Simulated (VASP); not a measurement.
A run of VASP 6.6.1:

INCAR

```
SYSTEM = GaSb
ALGO = Normal
EDIFF = 1E-7
EDIFFG = -0.002
ENCUT = 520
GGA = PE
IBRION = 2
ISIF = 3
ISMEAR = 0
IVDW = 12
LASPH = .True.
LCHARG = .False.
LREAL = .False.
LWAVE = .False.
NELM = 100
NSW = 80
PREC = Accurate
SIGMA = 0.02
```

File KPOINTS:

```
k-points
0
Gamma
  10 10 10
  0 0 0
```

POSCAR

```
GaSb                                    
1.0
    0.0000000000      3.0663651313      3.0663651313
    3.0663651313      0.0000000000      3.0663651313
    3.0663651313      3.0663651313      0.0000000000
  Ga              Sb            
     1     1
Direct
     0.0000000000000000    0.0000000000000000    0.0000000000000000
     0.2500000000000000    0.2500000000000000    0.2500000000000000
```

Potentials or basis: VASP PAW PBE potentials, release 64 (Ga_d, Sb).

Run with:

```bash
$ cat potpaw_PBE.64/Ga_d/POTCAR potpaw_PBE.64/Sb/POTCAR > POTCAR
$ mpirun -np 1 vasp_std > vasp.out
```

Hardware: 1 thread of Intel(R) Xeon(R) Platinum 8259CL CPU @ 2.50GHz (Skylake/Cascade Lake) (shared host).

Q: How long does it take, and how much memory?

A: Run time: 33 s on 1 thread of Intel(R) Xeon(R) Platinum 8259CL CPU @ 2.50GHz (Skylake/Cascade Lake) (shared host), peak memory 0.2 GiB. Counts: scf iterations 13, k points 47, ion steps 1.
